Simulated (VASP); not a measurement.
Output of a VASP run:

**OSZICAR**
```
       N       E                     dE             d eps       ncg     rms          rms(c)
DAV:   1    -0.644778705013E+03   -0.64478E+03   -0.79251E+00   322   0.837E+00    0.922E+00
DAV:   2    -0.644815497162E+03   -0.36792E-01   -0.13336E-01   364   0.911E-01    0.737E+00
DAV:   3    -0.644796881653E+03    0.18616E-01   -0.10394E-02   372   0.281E-01    0.478E+00
DAV:   4    -0.644791846989E+03    0.50347E-02   -0.60765E-03   372   0.189E-01    0.288E+00
DAV:   5    -0.644790608669E+03    0.12383E-02   -0.12335E-03   372   0.896E-02    0.169E+00
DAV:   6    -0.644790211644E+03    0.39703E-03   -0.25837E-04   363   0.463E-02    0.986E-01
DAV:   7    -0.644790093182E+03    0.11846E-03   -0.81484E-05   363   0.272E-02    0.567E-01
DAV:   8    -0.644790059254E+03    0.33929E-04   -0.18344E-05   220   0.140E-02    0.331E-01
DAV:   9    -0.644790049357E+03    0.98968E-05   -0.67883E-06   219   0.889E-03
   1 F= -.64479005E+03 E0= -.64479005E+03  d E =-.106932E-11
```

OUTCAR:
```
------------------------ aborting loop because EDIFF is reached ----------------------------------------
  volume of cell :      380.90
      direct lattice vectors                 reciprocal lattice vectors
     7.248884826  0.000000000  0.000000000     0.137952254  0.000000000  0.000000000
     0.000000000  7.248884826  0.000000000     0.000000000  0.137952254  0.000000000
     0.000000000  0.000000000  7.248884826     0.000000000  0.000000000  0.137952254
  FREE ENERGIE OF THE ION-ELECTRON SYSTEM (eV)
  ---------------------------------------------------
  free  energy   TOTEN  =      -644.7900493569 eV

  energy  without entropy=     -644.7900493569  energy(sigma->0) =     -644.79004936

  exchange ACFDT corr.  =         0.00000000  see jH, gK, PRB 81, 115126
```
(Selected blocks of OUTCAR.)

POSCAR:
```
AlB31N32
1
    7.2488848260     0.0000000000     0.0000000000
    0.0000000000     7.2488848260     0.0000000000
    0.0000000000     0.0000000000     7.2488848260
B N Al
31 32 1
Direct
  0.5001289887   0.9996185775   0.9996969712
  0.7506254737   0.2490460686   0.9990305867
  0.7505632594   0.9989326342   0.2492237568
  0.0001060757   0.9995132380   0.9996449500
  0.2495579506   0.2490442526   0.0004525274
  0.5001107598   0.4995328125   0.9997331905
  0.7506086652   0.7501223410   0.0004121362
  0.2495145902   0.0003490197   0.2491721614
  0.5026122118   0.2457038436   0.2457617674
  0.7540007573   0.4970949426   0.2458080553
  0.5000914005   0.9995524990   0.4996857963
  0.7539905620   0.2457637906   0.4972170412
  0.7506060342   0.0002997170   0.7502239076
  0.0000542589   0.4995687636   0.9996659027
  0.2495230214   0.7501311143   0.9989416027
  0.0007431606   0.2490911030   0.2492034450
  0.2460690835   0.5021516101   0.2457235915
  0.4975033986   0.7535442242   0.2457050263
  0.0000500377   0.9995903381   0.4996911192
  0.2461436204   0.2456839304   0.5022009579
  0.7539974767   0.7535135629   0.5022236808
  0.2495995618   0.9988835208   0.7501815618
  0.4975881291   0.2456845424   0.7536477655
  0.7540047979   0.5021217632   0.7536683149
  0.9993558273   0.7501601518   0.2491850911
  0.0001031993   0.4995836154   0.4997087810
  0.2461104755   0.7535778629   0.4971245475
  0.9993788946   0.2490541048   0.7502579714
  0.2461596640   0.4970511632   0.7536822023
  0.5026375501   0.7535160168   0.7536679804
  0.0008208063   0.7501251598   0.7502009425
  0.6252623756   0.1221344405   0.1222215151
  0.8775650230   0.3743910447   0.1222103063
  0.8775411810   0.1221428346   0.3745487161
  0.1250079794   0.1245342568   0.1246450857
  0.3751158935   0.3746707821   0.1245747448
  0.6249746938   0.6245369578   0.1245256773
  0.8751318388   0.8746345864   0.1246466048
  0.3751606387   0.1244421529   0.3747615481
  0.6398436892   0.3598228672   0.3598732263
  0.8752756834   0.6245164664   0.3748066240
  0.6249633539   0.1244364423   0.6246333171
  0.8752324884   0.3746754765   0.6246594931
  0.8751537784   0.1245026720   0.8747629794
  0.1225511605   0.6248250424   0.1221717680
  0.3748311702   0.8771334857   0.1221624270
  0.1249365968   0.3747143628   0.3747739400
  0.3601542622   0.6394662442   0.3597677867
  0.6249763718   0.8747445886   0.3747741870
  0.1226407356   0.1221192194   0.6248939779
  0.3602492780   0.3597432485   0.6395352673
  0.6398761513   0.6394046722   0.6395632484
  0.8775830409   0.8770604262   0.6249029264
  0.3748780323   0.1221150408   0.8771965490
  0.6250077887   0.3746500112   0.8748909731
  0.8775832234   0.6248029641   0.8771547639
  0.1225466885   0.8771218515   0.3744932585
  0.1249393847   0.6245053272   0.6246097600
  0.3751690223   0.8747493981   0.6245990758
  0.1226058313   0.3743427994   0.8772136583
  0.3751706819   0.6244641141   0.8748756835
  0.6253026213   0.8770900474   0.8772012994
  0.1250710275   0.8746329951   0.8746725006
  0.5000116211   0.4997398965   0.4996657785
```

Q: Write an INCAR and KPOINTS that could have produced this output.

A: This is not unique; one that fits is the input of the run itself, HSE06 screened hybrid, plane waves, VASP's PBE PAW potentials (set 64).

**KPOINTS**
```
K-points
0
Gamma
 1 1 1
```

### INCAR
```
AEXX  =  0.25
ALGO  =  Normal
EDIFF  =  1E-5
ENCUT  =  400
GGA  =  PE
HFSCREEN  =  0.2
ISIF  =  0
ISMEAR  =  0
ISYM  =  0
LASPH  =  .True.
LCHARG  =  .False.
LHFCALC  =  .True.
LREAL  =  Auto
LWAVE  =  .False.
NELM  =  50
NELMIN  =  4
PREC  =  Normal
PRECFOCK  =  Fast
SIGMA  =  0.05
SYSTEM  =  AlB31N32
```

POTCAR, in this order: B N Al (PBE.64 set). Program: vasp_gam. Read from the step before: WAVECAR.

The supercell is sampled at Γ alone, which is coarse: total energies, pressure and levels can be off, energies of defects by several tenths of an eV.

The cell is a supercell with a defect, built from BN (zinc blende): Al_B. The cell's shape comes from a PBE relaxation. The run is not spin-polarised, so no state with unpaired spins was tried.
